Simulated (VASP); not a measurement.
OSZICAR of a VASP run on TcSnO3 (space group Pm-3m):

OSZICAR:
```
       N       E                     dE             d eps       ncg     rms          rms(c)
DAV:   1     0.498237452388E+03    0.49824E+03   -0.20924E+04  1171   0.204E+03
DAV:   2     0.121791263267E+02   -0.48606E+03   -0.47261E+03  1155   0.549E+02
DAV:   3    -0.421829063710E+02   -0.54362E+02   -0.51952E+02  1234   0.170E+02
DAV:   4    -0.442389326302E+02   -0.20560E+01   -0.20317E+01  1228   0.337E+01
DAV:   5    -0.443024031251E+02   -0.63470E-01   -0.63191E-01  1352   0.580E+00    0.402E+01
DAV:   6    -0.385603408543E+02    0.57421E+01   -0.36205E+01  1409   0.515E+01    0.138E+01
DAV:   7    -0.382529581831E+02    0.30738E+00   -0.43417E+00  1177   0.163E+01    0.123E+01
DAV:   8    -0.381575871000E+02    0.95371E-01   -0.28814E-01  1216   0.484E+00    0.993E-01
DAV:   9    -0.381564845502E+02    0.11025E-02   -0.22627E-02  1394   0.107E+00    0.219E-01
DAV:  10    -0.381565285818E+02   -0.44032E-04   -0.20509E-03  1259   0.659E-01    0.639E-02
DAV:  11    -0.381564713262E+02    0.57256E-04   -0.28115E-04  1249   0.211E-01    0.181E-02
DAV:  12    -0.381564709605E+02    0.36565E-06   -0.31344E-05  1557   0.694E-02    0.606E-03
DAV:  13    -0.381564708117E+02    0.14878E-06   -0.50908E-06  1235   0.234E-02
   1 F= -.38156471E+02 E0= -.38122586E+02  d E =-.677699E-01
```

### Question
Which electronic solver shows in the log?

### Answer
It is blocked Davidson (ALGO = Normal, or the opening steps of other solvers). The INCAR had ALGO = Normal.

### Question
Can the final energy be trusted as converged?

### Answer
Self-consistency was reached. It stopped with EDIFF = 1E-6, NELM = 100 (LDA (Ceperley-Alder, Perdew-Zunger), plane waves, VASP's LDA PAW potentials (set 64)).

The structure was generated: TcSnO3 was put into an ordered model structure, which need not be its known phase. The cell was not relaxed at this level. The run is one of a series of settings (GGA removed, POTCAR Sn_d Tc_pv O (LDA.64 set) against the base run), some of them coarse on purpose. The electron count is odd and the run is not spin-polarised, which forces a metal.
